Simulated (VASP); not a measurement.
Here is the system:

```yaml
crystal:
  lattice:
    - [2.94742, 0.00000, 0.00000]
    - [0.00000, 2.94742, 0.00000]
    - [0.00000, 0.00000, 8.32470]
  atoms:
    - { symbol: Mg, position: [0.50000, 0.50000, 0.75042] }
    - { symbol: Mg, position: [0.50000, 0.50000, 0.24958] }
    - { symbol: Mg, position: [0.00000, 0.00000, 0.50000] }
    - { symbol: Zn, position: [0.00000, 0.00000, 0.00000] }
    - { symbol: O, position: [0.00000, 0.00000, 0.25275] }
    - { symbol: O, position: [0.00000, 0.00000, 0.74725] }
    - { symbol: O, position: [0.50000, 0.50000, 0.00000] }
    - { symbol: O, position: [0.50000, 0.50000, 0.50000] }
```

Calculation: LDA (Ceperley-Alder, Perdew-Zunger), VASP's LDA PAW potentials (set 64) (plane waves; VASP). Run with 520 eV cut-off, 8×8×3 Γ-centred mesh, tetrahedra with Blöchl corrections, potentials Mg Zn O.

### Question
Predict the energy per atom (σ→0), band gap (on the k-mesh) with the smallest direct gap where there is one.

### Answer

The band gap (on the k-mesh) comes out as 2.85 eV and the smallest direct gap (on the k-mesh) comes out as 3.91 eV. The energy per atom (σ→0) is -6.353 eV/atom.

Total energies compare only between runs with the same potentials, cut-off and functional.

The structure comes from a computed database's Mg3ZnO4 entry (P4/mmm); how it stands against other phases isn't given here. It was relaxed first, which changed the volume by -8 %.
